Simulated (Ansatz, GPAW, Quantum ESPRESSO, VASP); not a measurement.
## ZnPdF6 (P1, 8 atoms in the cell) computed with different codes at matched settings

Self-consistent single point, at a second geometry (lattice scaled by 0.98). First geometry:

```xyz
8
Lattice="2.4685 1.4252 4.5556 -2.4685 1.4252 4.5556 0.0000 -2.8504 4.5556" Properties=species:S:1:pos:R:3 pbc="T T T"
Zn     0.0843    -0.0273     6.7308
Pd     0.0193    -0.0365    -0.0259
F     -1.6547    -0.0991     7.9765
F      1.7300     0.0283     5.6958
F      0.8444    -1.4424     7.9716
F     -0.9554     1.5141     5.6889
F      0.5844     1.4452     8.0163
F     -0.6523    -1.3822     5.7800
```

Shared settings, as Ansatz (a first-principles code) writes them: kpoints.mp_grid.grid = 4 4 4; scf.occupations.method = fermi_dirac; scf.occupations.width = 0.0007 Ry. Potentials and cutoffs stand in the table.

| code | model | ΔF from the first geometry (meV/atom) | pressure (GPa) | largest force (eV/Å) | gap on the mesh (eV) | cutoff |
|---|---|---|---|---|---|---|
| Quantum ESPRESSO | PBEsol, PseudoDojo standard norm-conserving (PBESOL) pseudopotentials | 24.0 | 10.21 | 4.614 | 1.661 | 85 Ry |
| GPAW | PBEsol, GPAW PAW datasets PBEsol (made by gpaw-setup) | 27.8 | – | 4.425 | 1.702 | 900 eV |
| Ansatz | PBEsol, PAW files made with PBE | 24.7 | 9.86 | 4.571 | 1.698 | default |
| VASP | PBEsol, VASP's PBE PAW potentials (set 64) | 26.1 | -1.59 | 4.668 | 1.658 | 400 eV |

For Ansatz (by 0.5 GPa) and VASP (by 12.1 GPa) the energy change implies a higher mean pressure, against the two pressures, than for the other programs: a sign of finite-basis (Pulay) stress.

Size of the force on each atom (eV/Å): Sizes of forces hide their directions.

```csv
code,Zn1,Pd2,F3,F4,F5,F6,F7,F8
Quantum ESPRESSO,1.936,4.614,0.396,0.257,0.693,1.580,3.059,3.221
GPAW,1.972,4.425,0.494,0.233,0.594,1.642,2.966,3.182
Ansatz,1.974,4.571,0.369,0.300,0.724,1.544,3.001,3.266
VASP,2.109,4.668,0.398,0.344,0.753,1.596,3.084,3.443
```

A dash marks a value that a program does not give, or that is left out as unsure.

Gaps are read on the mesh.

The spread over the programs that give each value: ΔF from the first geometry within 3.8 meV/atom; pressure within 11.80 GPa; largest force within 0.243 eV/Å; gap on the mesh within 0.044 eV.

Ansatz's pressure is given at a fixed set of plane waves, as the other plane-wave codes print theirs; with its correction for the finite basis it is 10.43 GPa (the shift of 0.56 GPa shows how far the cutoff is from converged). The pressure of GPAW is left out: its cutoff lies under the one at which its stress was checked. In the pressure, VASP (by 11.45) lies more than 1 GPa from the median of the plane-wave programs. In the force vectors, GPAW (by 0.169) and VASP (by 0.192) lie more than 0.08 eV/Å from the median of the plane-wave programs.

VASP's run is marked for a possible Pulay error in its stress at this cutoff; no cutoff test was made.

The starting cell comes from a database of computed structures (which also holds hypothetical and non-ambient phases and stackings), without a prior relaxation at this level. Its atoms were displaced at random from the sites of space group no. 148. For this run, on top of that: lattice scaled by 0.98.

Left out of this page: CP2K (unsound by tests on forces, stress, charge or solver warnings); SIESTA (not drawn, or without a comparable value).

Keys are those of Ansatz 0.2.
